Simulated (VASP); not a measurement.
A VASP calculation is set up with these files.

KPOINTS:
```
Automatic
0
gamma
  2 2 2
```

INCAR:
```
SYSTEM  =  Sb
PREC  =  Accurate; ENCUT  =  300; LREAL  =  .False.
LASPH  =  .True.
EDIFF  =  1E-6; NELM  =  100; ALGO  =  Normal
LMAXMIX  =  4
ISMEAR  =  0; SIGMA  =  0.272
GGA  =  PS
ISIF  =  2
LWAVE  =  .False.; LCHARG  =  .False.
```

**POSCAR**
```
Sb
1
    3.1514820000     0.0000000000     0.0000000000
    0.0000000000     3.1514820000     0.0000000000
    0.0000000000     0.0000000000     3.1514820000
Sb
1
Direct
  0.0000000000   0.0000000000   0.0000000000
```

POTCAR, in this order: Sb (PBE.64 set). Program: vasp_std.

Task: Translate this PBEsol calculation to Ansatz.

Result: One equivalent input (not run):
Ansatz 0.2 input:
```yaml
crystal:
  lattice:
    - [3.1514820, 0.0000000, 0.0000000]
    - [0.0000000, 3.1514820, 0.0000000]
    - [0.0000000, 0.0000000, 3.1514820]
  atoms:
    - { symbol: Sb, position: [0.0000000, 0.0000000, 0.0000000] }
kpoints:
  mp_grid: { grid: [2, 2, 2] }
hamiltonian:
  xc: pbesol
  pseudopotentials: { kind: paw }
scf:
  occupations: { method: gaussian, width: 0.272 }
  max_iter: 100
output: { forces: true, stress: true, eigenvalues: true }
```
Limits of the translation: each code has its own PAW files, so the cut-off isn't converted (ENCUT is set for VASP's; basis.ecutwfc is left out, and Ansatz then takes the one that its files recommend); Ansatz stops its SCF on the density residual and VASP on the energy change (EDIFF).

The structure comes from a computed database's Sb entry (Pm-3m); how it stands against other phases isn't given here. The cell was not relaxed at this level. The k-mesh is coarse (spacing up to 1.00 per Å, 2π included), so the numbers may not be converged in it. The run is one of a series of settings (KPOINTS 2×2×2 Γ-centred mesh against the base run), some of them coarse on purpose.
